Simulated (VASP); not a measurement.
TaTeI: relaxation of cell and atoms with PBE

Crystal: TaTeI.

```
Ta Te I
1.0
     4.76708    0.00000    0.00000
    -2.38354    4.12841    0.00000
     0.00000    0.00000    4.58702
Ta Te I
1 1 1
Direct
  0.00000 0.00000 0.00000
  0.66667 0.33333 0.50000
  0.33333 0.66667 0.50000
```

The cell was built by a generator and needn't be a form met in nature.

```yaml
Program: VASP 6.6.1
Task: relaxation of cell and atoms
Functional: PBE
Potentials_or_basis: VASP PAW PBE potentials, release 64 (Ta_pv, Te, I)
Cutoff: 600 eV
k_mesh: 7 × 7 × 6
Occupations: gaussian, width 0.05 eV
Spin: no spin polarisation
Further_INCAR_settings: ALGO = Normal; EDIFF = 1e-06; IBRION = 2; EDIFFG = -0.005; NSW = 40; ISIF = 3
```

```json
{
  "Relaxed volume": "25.65 Å³/atom",
  "Relaxed cell": "a = 5.254 Å, b = 5.254 Å, c = 3.218 Å, α = 90.00°, β = 90.00°, γ = 120.00°",
  "Space group after relaxing (to 0.05 Å)": "P-6m2 (No. 187)",
  "Energy gained by relaxing": "1093.8 meV/atom",
  "Ionic steps": "16",
  "Pressure after relaxing": "0.0 GPa",
  "Band gap on the k mesh": "none (metal or under the smearing width)"
}
```

The path:
```csv
step,energy change (eV),largest force (eV/Å),pressure (GPa),volume (Å³)
1,0.0000,0.0000,4.31,90.27
2,-1.8657,0.0000,-7.53,99.05
3,-2.1105,0.0000,-9.32,101.15
4,-2.8698,0.0000,3.05,77.95
5,-3.0107,0.0000,-3.50,83.82
6,-3.0216,0.0000,-2.82,82.91
7,-3.0218,0.0000,-1.99,81.98
8,-3.0233,0.0000,-2.41,82.44
9,-3.1453,0.0000,-0.55,78.97
10,-2.7443,0.0000,11.27,68.41
11,-3.2632,0.0000,1.21,76.02
12,-3.2688,0.0000,1.90,75.03
13,-3.1733,0.0000,0.70,76.09
14,-3.2727,0.0000,1.55,75.21
15,-3.2786,0.0000,-0.80,77.94
16,-3.2813,0.0000,0.00,76.94
```

Final structure:
```cif
data_structure
_symmetry_space_group_name_H-M 'P 1'
_symmetry_Int_Tables_number 1
_cell_length_a 5.2542
_cell_length_b 5.2542
_cell_length_c 3.2182
_cell_angle_alpha 90.000
_cell_angle_beta 90.000
_cell_angle_gamma 120.000
_cell_volume 76.94
loop_
_atom_site_label
_atom_site_type_symbol
_atom_site_fract_x
_atom_site_fract_y
_atom_site_fract_z
_atom_site_occupancy
Ta1 Ta 0.00000 0.00000 0.00000 1
Te1 Te 0.66667 0.33333 0.50000 1
I1 I 0.33333 0.66667 0.50000 1
```

Levels at points of the mesh, in eV from the Fermi level:
```
           k point  band 8  band 9  band 10  band 11  band 12  band 13  band 14  band 15  band 16
(0.00, 0.00, 0.00)   -3.11   -3.03    -3.03    -0.94     0.04     1.23     1.23     1.29     1.29
(0.00, 0.00, 0.50)   -4.89   -4.12    -3.18    -3.18    -0.92    -0.92     1.96     2.35     2.69
```

Wall time 7.3 min on 1 thread of Intel(R) Xeon(R) Platinum 8375C CPU @ 2.90GHz (Ice Lake) (shared host), peak memory 0.3 GiB.

The run has no spin-orbit coupling, so splittings on I, Ta, Te are missing.
